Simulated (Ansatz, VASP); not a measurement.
## Two plane-wave programs on Ba3Mg

```
CELL_PARAMETERS angstrom
5.04822 0.00000 0.00000
0.00000 5.04822 0.00000
0.00000 0.00000 5.04822
ATOMIC_POSITIONS crystal
Ba 0.00000 0.50000 0.50000
Ba 0.50000 0.00000 0.50000
Ba 0.50000 0.50000 0.00000
Mg 0.00000 0.00000 0.00000
```

Alike in both runs: task single point; functional PBE; k mesh 4 × 4 × 4; occupations gaussian, width 0.1 eV; no spin polarisation.

```csv
,VASP,Ansatz
version,VASP 6.6.1,Ansatz 0.2.0
potentials or method,"VASP PAW PBE potentials, release 64 (Ba_sv, Mg)","scalar-relativistic, plane waves, PAW"
plane-wave cutoff (eV),520,420
valence electrons in the cell,32,40
```

|  | VASP | Ansatz | Ansatz less VASP |
| --- | --- | --- | --- |
| gap on the k mesh at the Fermi level (eV) | none | none | - |
| pressure (GPa) | 11.1 | 10.3 | -0.82 |

A gap of «none» marks a metal or a gap that the smearing closes. The two sets of potentials don't hold the same shells in valence.

The runs have no spin-orbit coupling, so splittings on Ba are missing.
